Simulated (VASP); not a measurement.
The input files of a VASP run:

File POSCAR:
```
HfN
1
    0.0000000000     2.2535289166     2.2535289166
    2.2535289166     0.0000000000     2.2535289166
    2.2535289166     2.2535289166     0.0000000000
Hf N
1 1
Direct
  0.0000000000   0.0000000000   0.0000000000
  0.5000000000   0.5000000000   0.5000000000
```

### INCAR
```
# general
SYSTEM   =  HfN
PREC     =  Accurate
ENCUT    =  520   # plane-wave cut-off (eV)
LREAL    =  .FALSE.
LASPH    =  .TRUE.

# electronic loop
EDIFF    =  1E-7   # SCF stop (eV)
NELM     =  100   # most electronic steps
ALGO     =  Normal
LMAXMIX  =  6

# smearing
ISMEAR   =  1   # Methfessel-Paxton
SIGMA    =  0.1   # width (eV)

# functional
GGA      =  RE

# ions
ISIF     =  2

# output
LWAVE    =  .FALSE.
LCHARG   =  .FALSE.
```

### KPOINTS
```
kpoints
0
gamma
 14 14 14
0 0 0
```

POTCAR, in this order: Hf_pv N (PBE.64 set). Program: vasp_std.

Problem. Translate this revPBE calculation to Ansatz.

Solution. One equivalent input (not run):
Ansatz 0.2 input:
```yaml
crystal:
  lattice:
    - [0.0000000, 2.2535289, 2.2535289]
    - [2.2535289, 0.0000000, 2.2535289]
    - [2.2535289, 2.2535289, 0.0000000]
  atoms:
    - { symbol: Hf, position: [0.0000000, 0.0000000, 0.0000000] }
    - { symbol: N, position: [0.5000000, 0.5000000, 0.5000000] }
kpoints:
  mp_grid: { grid: [14, 14, 14] }
hamiltonian:
  xc: revpbe
  pseudopotentials: { kind: paw }
scf:
  occupations: { method: methfessel_paxton, width: 0.1 }
  max_iter: 100
output: { forces: true, stress: true, eigenvalues: true }
```
Limits of the translation: each code has its own PAW files, so the cut-off isn't converted (ENCUT is set for VASP's; basis.ecutwfc is left out, and Ansatz then takes the one that its files recommend); Ansatz stops its SCF on the density residual and VASP on the energy change (EDIFF).

The compound is HfN in the rock salt structure. This cell is one point of a volume scan, at 0.97 of the reference volume.
